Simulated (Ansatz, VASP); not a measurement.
**ZnInC4N4 in VASP and in Ansatz**

Contents of INCAR:

```
ALGO = Normal
EDIFF = 1E-7
ENCUT = 520
GGA = PE
ISIF = 2
ISMEAR = 0
LASPH = True
LCHARG = False
LREAL = False
LWAVE = False
NBANDS = 42
NELM = 100
PREC = Accurate
SIGMA = 0.1
```

KPOINTS

```
k-points
0
Gamma
  4 4 4
```

POSCAR

```
ZnInC4N4
1.0
    5.9796167400      0.0000000000      0.0000000000
    0.0000000000      5.9796167400      0.0000000000
    0.0000000000      0.0000000000      5.9796167400
Zn In C N
1 1 4 4
Direct
    0.5000000000      0.5000000000      0.5000000000
    0.0000000000      0.0000000000      0.0000000000
    0.1932026600      0.1932026600      0.1932026600
    0.1932026600      0.8067973400      0.8067973400
    0.8067973400      0.1932026600      0.8067973400
    0.8067973400      0.8067973400      0.1932026600
    0.3061697400      0.3061697400      0.3061697400
    0.3061697400      0.6938302600      0.6938302600
    0.6938302600      0.3061697400      0.6938302600
    0.6938302600      0.6938302600      0.3061697400
```

Input for Ansatz:

```yaml
crystal:
  lattice:
    - [5.97961674, 0.0, 0.0]
    - [0.0, 5.97961674, 0.0]
    - [0.0, 0.0, 5.97961674]
  atoms:
    - { symbol: Zn, position: [0.5, 0.5, 0.5] }
    - { symbol: In, position: [0.0, 0.0, 0.0] }
    - { symbol: C, position: [0.19320266, 0.19320266, 0.19320266] }
    - { symbol: C, position: [0.19320266, 0.80679734, 0.80679734] }
    - { symbol: C, position: [0.80679734, 0.19320266, 0.80679734] }
    - { symbol: C, position: [0.80679734, 0.80679734, 0.19320266] }
    - { symbol: "N", position: [0.30616974, 0.30616974, 0.30616974] }
    - { symbol: "N", position: [0.30616974, 0.69383026, 0.69383026] }
    - { symbol: "N", position: [0.69383026, 0.30616974, 0.69383026] }
    - { symbol: "N", position: [0.69383026, 0.69383026, 0.30616974] }
basis:
  ecutwfc: 420
kpoints:
  mp_grid: { grid: [4, 4, 4] }
hamiltonian:
  xc: pbe
scf:
  occupations: { method: gaussian, width: 0.1 }
  lower_state_search: "off"
output:
  forces: true
  stress: true
  eigenvalues: true
```

Alike in both runs: task single point; functional PBE; k mesh 4 × 4 × 4; occupations gaussian, width 0.1 eV; no spin polarisation.

|  | VASP | Ansatz |
| --- | --- | --- |
| version | VASP 6.6.1 | Ansatz 0.2.0 |
| potentials or method | VASP PAW PBE potentials, release 64 (Zn, In_d, C, N) | scalar-relativistic, plane waves, PAW |
| plane-wave cutoff (eV) | 520 | 420 |
| valence electrons in the cell | 61 | 61 |

|  | VASP | Ansatz | Ansatz less VASP |
| --- | --- | --- | --- |
| gap on the k mesh at the Fermi level (eV) | none | none | - |
| pressure (GPa) | 5.4 | 5.1 | -0.31 |
| rms of the force components (eV/Å) | 0.889 | 0.990 | +0.1012 |

Atom by atom the forces differ by 0.196 eV/Å (rms over components). A gap of «none» marks a metal or a gap that the smearing closes. With one functional, cell and mesh, what is left measures potentials, basis and numerics.

Caveats: the standard files for N, O and F lose accuracy on very short bonds; forces of over 1 eV/Å show positions far from the minimum, so gaps and moduli don't describe the material at rest.
